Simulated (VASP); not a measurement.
Computed with LDA (Ceperley-Alder, Perdew-Zunger) with spin-orbit coupling, VASP's LDA PAW potentials (set 64) (plane waves; VASP).

A VASP calculation is set up with these files.

File KPOINTS:
```
Automatic
0
gamma
5 5 7
```

### KPOINTS_OPT
```
k-points along high-symmetry lines
5
Line-mode
Reciprocal
  0.000000   0.000000   0.000000 ! GAMMA
  0.000000   0.500000   0.000000 ! X

  0.000000   0.500000   0.000000 ! X
  0.500000   0.500000   0.000000 ! M

  0.500000   0.500000   0.000000 ! M
  0.000000   0.000000   0.000000 ! GAMMA

  0.000000   0.000000   0.000000 ! GAMMA
  0.000000   0.000000   0.500000 ! Z

  0.000000   0.000000   0.500000 ! Z
  0.000000   0.500000   0.500000 ! R

  0.000000   0.500000   0.500000 ! R
  0.500000   0.500000   0.500000 ! A

  0.500000   0.500000   0.500000 ! A
  0.000000   0.000000   0.500000 ! Z

  0.000000   0.500000   0.000000 ! X
  0.000000   0.500000   0.500000 ! R

  0.500000   0.500000   0.000000 ! M
  0.500000   0.500000   0.500000 ! A
```

File POSCAR:
```
TiO2
1
    4.5535610722     0.0000000000     0.0000000000
    0.0000000000     4.5535610722     0.0000000000
    0.0000000000     0.0000000000     2.9236567589
Ti O
2 4
Direct
  0.0000000000   0.0000000000   0.0000000000
  0.5000000000   0.5000000000   0.5000000000
  0.3039999614   0.3039999614   0.0000000000
  0.8039999614   0.1960000386   0.5000000000
  0.1960000386   0.8039999614   0.5000000000
  0.6960000386   0.6960000386   0.0000000000
```

INCAR:
```
# general
SYSTEM    =TiO2
PREC      =Accurate
ENCUT     =520
LREAL     =.FALSE.
LASPH     =.TRUE.

# electronic loop
EDIFF     =1E-6
NELM      =100
ALGO      =Normal
LMAXMIX   =4

# smearing
ISMEAR    =0
SIGMA     =0.05

# functional
GGA_COMPAT=.FALSE.

# spin
MAGMOM    =18*0
LSORBIT   =.TRUE.

# output
LWAVE     =.FALSE.
LCHARG    =.FALSE.
```

POTCAR, in this order: Ti_sv O (LDA.64 set). Program: vasp_ncl.

Output

File OSZICAR:
```
       N       E                     dE             d eps       ncg     rms          rms(c)
DAV:   1     0.760714907688E+03    0.76071E+03   -0.24152E+04  2688   0.204E+03
DAV:   2     0.875164450876E+02   -0.67320E+03   -0.64748E+03  2728   0.635E+02
DAV:   3    -0.643533334230E+02   -0.15187E+03   -0.14703E+03  3592   0.253E+02
DAV:   4    -0.749970920389E+02   -0.10644E+02   -0.10609E+02  3696   0.744E+01
DAV:   5    -0.755752280162E+02   -0.57814E+00   -0.57791E+00  4112   0.145E+01    0.330E+01
DAV:   6    -0.594286330619E+02    0.16147E+02   -0.11490E+02  3640   0.105E+02    0.127E+01
DAV:   7    -0.589663054275E+02    0.46233E+00   -0.16867E+01  3624   0.328E+01    0.808E+00
DAV:   8    -0.589488867845E+02    0.17419E-01   -0.37875E+00  3728   0.185E+01    0.387E+00
DAV:   9    -0.587883308421E+02    0.16056E+00   -0.17448E+00  3672   0.119E+01    0.126E+00
DAV:  10    -0.587896722471E+02   -0.13414E-02   -0.12492E-01  3424   0.273E+00    0.255E-01
DAV:  11    -0.587893873033E+02    0.28494E-03   -0.68762E-03  3328   0.603E-01    0.100E-01
DAV:  12    -0.587894066332E+02   -0.19330E-04   -0.57029E-04  3816   0.153E-01    0.586E-02
DAV:  13    -0.587893814539E+02    0.25179E-04   -0.16100E-04  3216   0.108E-01    0.402E-02
DAV:  14    -0.587893774060E+02    0.40479E-05   -0.65160E-05  3800   0.763E-02    0.921E-03
DAV:  15    -0.587893775831E+02   -0.17714E-06   -0.15019E-05  3808   0.356E-02    0.101E-02
DAV:  16    -0.587893768985E+02    0.68459E-06   -0.44015E-06  3304   0.232E-02
   1 F= -.58789377E+02 E0= -.58789377E+02  d E =-.600245E-18  mag=     0.0000    -0.0000     0.0000
       N       E                     dE             ncg
       N       E                     dE             ncg
```

**OUTCAR**
```
------------------------ aborting loop because EDIFF is reached ----------------------------------------
  FORCE on cell =-STRESS in cart. coord.  units (eV):
  Direction    XX          YY          ZZ          XY          YZ          ZX
  --------------------------------------------------------------------------------------
  Total        0.0329751      0.0329751     -0.0121451      0.0000000      0.0000000      0.0000000
  in kB        0.8715006      0.8715006     -0.3209835      0.0000000      0.0000000      0.0000000
  external PRESSURE =       0.4740059 kB  Pullay stress =       0.0000000 kB
  volume of cell :       60.62
      direct lattice vectors                 reciprocal lattice vectors
     4.553561072  0.000000000  0.000000000     0.219608343  0.000000000  0.000000000
     0.000000000  4.553561072  0.000000000     0.000000000  0.219608343  0.000000000
     0.000000000  0.000000000  2.923656759     0.000000000  0.000000000  0.342037415
 POSITION                                       TOTAL-FORCE (eV/Angst)
 -----------------------------------------------------------------------------------
      0.00000      0.00000      0.00000         0.000000      0.000000      0.000000
      2.27678      2.27678      1.46183         0.000000      0.000000      0.000000
      1.38428      1.38428      0.00000        -0.012475     -0.012475     -0.000000
      3.66106      0.89250      1.46183        -0.012475      0.012475     -0.000000
      0.89250      3.66106      1.46183         0.012475     -0.012475      0.000000
      3.16928      3.16928      0.00000         0.012475      0.012475      0.000000
 -----------------------------------------------------------------------------------
    total drift:                                0.000000      0.000000      0.000000
  FREE ENERGIE OF THE ION-ELECTRON SYSTEM (eV)
  ---------------------------------------------------
  free  energy   TOTEN  =       -58.7893768985 eV

  energy  without entropy=      -58.7893768985  energy(sigma->0) =      -58.78937690

 Ion:    1  E_soc:     -0.0102300

 Ion:    2  E_soc:     -0.0102300

 Ion:    3  E_soc:     -0.0002252

 Ion:    4  E_soc:     -0.0002252

 Ion:    5  E_soc:     -0.0002252

 Ion:    6  E_soc:     -0.0002252
```
(Selected blocks of OUTCAR.)

The compound is TiO2 in the rutile structure. It was relaxed first.
